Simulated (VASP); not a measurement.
Method: PBE GGA, VASP's PBE PAW potentials (set 64) (plane waves; VASP).

The input files of a VASP run:

INCAR:
```
SYSTEM=TcAs
PREC=Accurate; ENCUT=300; LREAL=.FALSE.
LASPH=.TRUE.
EDIFF=1E-6; NELM=100; ALGO=Normal
LMAXMIX=4
ISMEAR=0; SIGMA=0.272
GGA=PE
ISIF=2
LWAVE=.FALSE.; LCHARG=.FALSE.
```

POSCAR:
```
TcAs
1
    5.3845350000     0.0000000000     0.0000000000
   -2.6922670000     4.6631440000     0.0000000000
    0.0000000000     0.0000000000     4.3448580000
Tc As
3 3
Direct
  0.5000000000   0.0000000000   0.0000000000
  0.5000000000   0.5000000000   0.0000000000
  0.0000000000   0.5000000000   0.0000000000
  0.0000000000   0.0000000000   0.0000000000
  0.3333330000   0.6666670000   0.5000000000
  0.6666670000   0.3333330000   0.5000000000
```

**KPOINTS**
```
K-points
0
Gamma
 3 3 3
0 0 0
```

POTCAR, in this order: Tc_pv As (PBE.64 set). Program: vasp_std.

What VASP printed:

**OSZICAR**
```
       N       E                     dE             d eps       ncg     rms          rms(c)
DAV:   1     0.402741871432E+03    0.40274E+03   -0.23696E+04   488   0.105E+03
DAV:   2    -0.243551939228E+02   -0.42710E+03   -0.42086E+03   448   0.330E+02
DAV:   3    -0.442698331992E+02   -0.19915E+02   -0.19579E+02   496   0.711E+01
DAV:   4    -0.448835023829E+02   -0.61367E+00   -0.60932E+00   424   0.107E+01
DAV:   5    -0.449294523780E+02   -0.45950E-01   -0.45819E-01   504   0.191E+00    0.248E+01
DAV:   6    -0.440954042156E+02    0.83405E+00   -0.10977E+01   456   0.174E+01    0.853E+00
DAV:   7    -0.437353124699E+02    0.36009E+00   -0.78712E+00   464   0.958E+00    0.813E+00
DAV:   8    -0.434715526392E+02    0.26376E+00   -0.11113E+00   448   0.609E+00    0.106E+00
DAV:   9    -0.434699298892E+02    0.16227E-02   -0.77441E-02   504   0.110E+00    0.349E-01
DAV:  10    -0.434695637439E+02    0.36615E-03   -0.64606E-03   448   0.508E-01    0.956E-02
DAV:  11    -0.434696825204E+02   -0.11878E-03   -0.73102E-04   480   0.115E-01    0.572E-02
DAV:  12    -0.434696781648E+02    0.43557E-05   -0.29288E-04   488   0.782E-02    0.159E-02
DAV:  13    -0.434696822531E+02   -0.40884E-05   -0.28249E-05   400   0.262E-02    0.569E-03
DAV:  14    -0.434696823853E+02   -0.13214E-06   -0.65543E-06   424   0.901E-03
   1 F= -.43469682E+02 E0= -.43306292E+02  d E =-.326781E+00
```

**OUTCAR**
```
------------------------ aborting loop because EDIFF is reached ----------------------------------------
  FORCE on cell =-STRESS in cart. coord.  units (eV):
  Direction    XX          YY          ZZ          XY          YZ          ZX
  --------------------------------------------------------------------------------------
  Total       -1.7429844     -1.7429843     -7.6397084     -0.0000002      0.0000000      0.0000000
  in kB      -25.5977309    -25.5977298   -112.1979046     -0.0000027      0.0000000      0.0000000
  external PRESSURE =     -54.4644551 kB  Pullay stress =       0.0000000 kB
  volume of cell :      109.09
      direct lattice vectors                 reciprocal lattice vectors
     5.384535000  0.000000000  0.000000000     0.185717058  0.107223776  0.000000000
    -2.692267000  4.663144000  0.000000000     0.000000000  0.214447592  0.000000000
     0.000000000  0.000000000  4.344858000     0.000000000  0.000000000  0.230157119
 POSITION                                       TOTAL-FORCE (eV/Angst)
 -----------------------------------------------------------------------------------
      2.69227      0.00000      0.00000        -0.000000     -0.000000      0.000000
      1.34613      2.33157      0.00000        -0.000000     -0.000000      0.000000
     -1.34613      2.33157      0.00000        -0.000000     -0.000000      0.000000
      0.00000      0.00000      0.00000        -0.000000     -0.000000      0.000000
     -0.00000      3.10876      2.17243         0.000000     -0.000000      0.000000
      2.69227      1.55438      2.17243        -0.000000      0.000000      0.000000
 -----------------------------------------------------------------------------------
    total drift:                                0.000000      0.000000      0.000000
  FREE ENERGIE OF THE ION-ELECTRON SYSTEM (eV)
  ---------------------------------------------------
  free  energy   TOTEN  =       -43.4696823853 eV

  energy  without entropy=      -43.1429015782  energy(sigma->0) =      -43.30629198
```
(Selected blocks of OUTCAR.)

At this cut-off the stress carries a Pulay error, which pulls relaxed volumes low.

The structure was generated: TcAs was put into an ordered model structure, which need not be its known phase. The cell was not relaxed at this level. The k-mesh is coarse (spacing up to 0.48 per Å, 2π included), so the numbers may not be converged in it. VASP warned that the highest band is occupied, so more bands are needed.
